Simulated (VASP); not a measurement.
Consider the following.

```
MgO
1.0
    0.00000     2.09740     2.09740
    2.09740     0.00000     2.09740
    2.09740     2.09740     0.00000
Mg O
1 1
Direct
  0.00000   0.00000   0.00000
  0.50000   0.50000   0.50000
```

Level of theory: r2SCAN meta-GGA, VASP's PBE PAW potentials (set 64) (plane waves; VASP). Run with 620 eV cut-off, 11×11×11 Γ-centred mesh, Gaussian smearing of 0.050 eV, potentials Mg O.

Question: What does the run give for the energy per atom (σ→0), band gap (on the k-mesh) with the smallest direct gap where there is one?

Answer: 
```json
{
  "band gap (on the k-mesh)": "5.73 eV",
  "smallest direct gap (on the k-mesh)": "5.73 eV",
  "energy per atom (σ→0)": "-779.9 kJ/mol of atoms"
}
```

Total energies compare only between runs with the same potentials, cut-off and functional.

The compound is MgO in the rock salt structure. It was relaxed first.
